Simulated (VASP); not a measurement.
Given:

```
Ta2N
1.0
    3.11286     0.00000     0.00000
   -1.55643     2.69582     0.00000
    0.00000     0.00000     4.86984
Ta N
2 1
Direct
  0.66397   0.32959   0.76354
  0.32913   0.66588   0.22773
  0.00689   0.00452   0.00872
```

Level of theory: LDA (Ceperley-Alder, Perdew-Zunger), VASP's LDA PAW potentials (set 64) (plane waves; VASP). Run with 400 eV cut-off, 10×10×6 Γ-centred mesh, first-order Methfessel-Paxton smearing of 0.10 eV, potentials Ta_pv N.

At this cut-off the stress carries a Pulay error, which pulls relaxed volumes low.

Q: Give the force on each atom (eV/Å).

A: 
```json
[
 {"atom": "Ta1", "Fx": "0.154", "Fy": "0.173", "Fz": "-1.756"},
 {"atom": "Ta2", "Fx": "0.247", "Fy": "0.147", "Fz": "2.794"},
 {"atom": "N3", "Fx": "-0.401", "Fy": "-0.320", "Fz": "-1.038"}
]
```

Q: Give the stress tensor in GPa (positive for a compressed cell).

A: 
```
-3.43  -0.28   0.50
-0.28  -3.23  -0.15
 0.50  -0.15  -9.69
```
The pressure is its mean diagonal, -5.45 GPa.

The structure comes from a computed database's Ta2N entry; how it stands against other phases isn't given here. The cell was not relaxed at this level, atoms are displaced from their ideal sites. The electron count is odd and the run is not spin-polarised, which forces a metal.
